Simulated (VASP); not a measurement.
An input for Ansatz (written as the equivalent of a VASP run, and not itself run):

Ansatz 0.2 input:
```yaml
crystal:
  lattice:
    - [-1.6199570, 1.6199570, 2.4779430]
    - [1.6199570, -1.6199570, 2.4779430]
    - [1.6199570, 1.6199570, -2.4779430]
  atoms:
    - { symbol: In, position: [0.0000000, 0.0000000, 0.0000000] }
kpoints:
  mp_grid: { grid: [11, 11, 11] }
hamiltonian:
  xc: pbe
  pseudopotentials: { kind: paw }
scf:
  occupations: { method: gaussian, width: 0.272 }
  max_iter: 100
output: { forces: true, stress: true, eigenvalues: true }
```

Q: Translate this input to VASP (INCAR, KPOINTS, POSCAR, choice of POTCAR).

A: Several could match; the one computed here: 
INCAR:
```
SYSTEM=In
PREC=Accurate; ENCUT=390; LREAL=.False.
LASPH=.True.
EDIFF=1E-6; NELM=100; ALGO=Normal
LMAXMIX=4
ISMEAR=0; SIGMA=0.272
GGA=PE
ISIF=2
LWAVE=.False.; LCHARG=.False.
```

POSCAR:
```
In
3.3747180
 -0.4800273682   0.4800273682   0.7342666854
  0.4800273682  -0.4800273682   0.7342666854
  0.4800273682   0.4800273682  -0.7342666854
In
1
direct
  0.0000000000   0.0000000000   0.0000000000
```

**KPOINTS**
```
K-points
0
Gamma
  11 11 11
0 0 0
```

POTCAR, in this order: In_d (PBE.64 set). Program: vasp_std.

Limits of the translation: each code has its own PAW files, so the cut-off isn't converted (ENCUT is set for VASP's; basis.ecutwfc is left out, and Ansatz then takes the one that its files recommend); Ansatz stops its SCF on the density residual and VASP on the energy change (EDIFF).

The structure comes from a computed database's In entry; how it stands against other phases isn't given here. The cell was not relaxed at this level. The run is one of a series of settings (ENCUT = 390 against the base run), some of them coarse on purpose.
